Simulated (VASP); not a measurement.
GaBiSe4:

```
CELL_PARAMETERS angstrom
0.00000 4.27167 4.27167
4.27167 0.00000 4.27167
4.27167 4.27167 0.00000
ATOMIC_POSITIONS crystal
Ga 0.25000 0.25000 0.25000
Bi 0.50000 0.50000 0.50000
Se 0.90462 0.28615 0.90462
Se 0.90462 0.90462 0.90462
Se 0.28615 0.90462 0.90462
Se 0.90462 0.90462 0.28615
```

The cell was built by a generator and needn't be a form met in nature.

| Property | Result |
| --- | --- |
| Program | VASP 6.6.1 |
| Task | relaxation of cell and atoms |
| Functional | PBE |
| Potentials or basis | VASP PAW PBE potentials, release 64 (Ga_d, Bi_d, Se) |
| Cutoff | 520 eV |
| k mesh | 3 × 3 × 3 |
| Occupations | gaussian, width 0.15 eV |
| Spin | no spin polarisation |

At the start: pressure 12.7 GPa; volume 25.98 Å³/atom.

Question: How do energy, volume and symmetry change on relaxing?

Answer: Over 17 steps the energy falls by 744.9 meV/atom and the volume is 23.88 Å³/atom (-8.1 %); space group F-43m (No. 216, to 0.05 Å).

Step by step:
| step | energy change (eV) | largest force (eV/Å) | pressure (GPa) | volume (Å³) |
| --- | --- | --- | --- | --- |
| 1 | 0.0000 | 8.2519 | 12.66 | 155.89 |
| 2 | -2.0682 | 0.0223 | -8.04 | 206.94 |
| 3 | -3.1827 | 0.6950 | -4.71 | 179.37 |
| 4 | -3.1871 | 0.7536 | -4.56 | 178.72 |
| 5 | -3.1886 | 0.8969 | -4.05 | 177.38 |
| 6 | -3.7159 | 1.0346 | -2.80 | 162.29 |
| 7 | -3.6641 | 0.5570 | 12.61 | 122.20 |
| 8 | -4.0798 | 1.2022 | 0.36 | 146.02 |
| 9 | -4.1271 | 1.0752 | 3.97 | 135.72 |
| 10 | -4.2825 | 0.2782 | 4.56 | 133.33 |
| 11 | -4.2860 | 0.2172 | 4.79 | 132.91 |
| 12 | -4.4426 | 0.2168 | -0.20 | 143.42 |
| 13 | -4.4426 | 0.2150 | 0.00 | 143.32 |
| 14 | -4.4495 | 0.1925 | -0.03 | 143.31 |
| 15 | -4.4655 | 0.1002 | 0.03 | 143.31 |
| 16 | -4.4541 | 0.2768 | 0.49 | 143.29 |
| 17 | -4.4696 | 0.0461 | 0.14 | 143.30 |

Final structure:
```
CELL_PARAMETERS angstrom
0.00000 4.15343 4.15343
4.15343 0.00000 4.15343
4.15343 4.15343 0.00000
ATOMIC_POSITIONS crystal
Ga 0.25000 0.25000 0.25000
Bi 0.50000 0.50000 0.50000
Se 0.87081 0.38757 0.87081
Se 0.87081 0.87081 0.87081
Se 0.38757 0.87081 0.87081
Se 0.87081 0.87081 0.38757
```

Caveat: the k mesh is coarse (spacing up to 0.42 Å⁻¹), so the values aren't converged.
